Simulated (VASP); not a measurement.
Given:

```
AlW
1.0
    0.00000     2.87207     2.87207
    2.87207     0.00000     2.87207
    2.87207     2.87207     0.00000
W Al
1 1
Direct
  0.00000   0.00000   0.00000
  0.25000   0.25000   0.25000
```

These are PBEsol GGA, VASP's PBE PAW potentials (set 64) (plane waves; VASP) values and carry that method's errors. Run with 400 eV cut-off, 12×12×12 Γ-centred mesh, tetrahedra with Blöchl corrections, potentials W_sv Al.

Task: The job: WAl (relaxed from the zinc blende structure, space group F-43m), 2 atoms, PBEsol, static run, 400 eV, 12×12×12 Γ-centred mesh. Roughly how much core time does it take on a busy server core?

Result: About 10 core-seconds (one run on a shared machine, a rough figure). It had 72 irreducible k-points, 12 bands, up to 883 plane waves and 13 electronic steps.

The structure was generated: WAl was put into the zinc blende type (F-43m), which need not be its known phase. It was relaxed first, which changed the volume by -32 %.
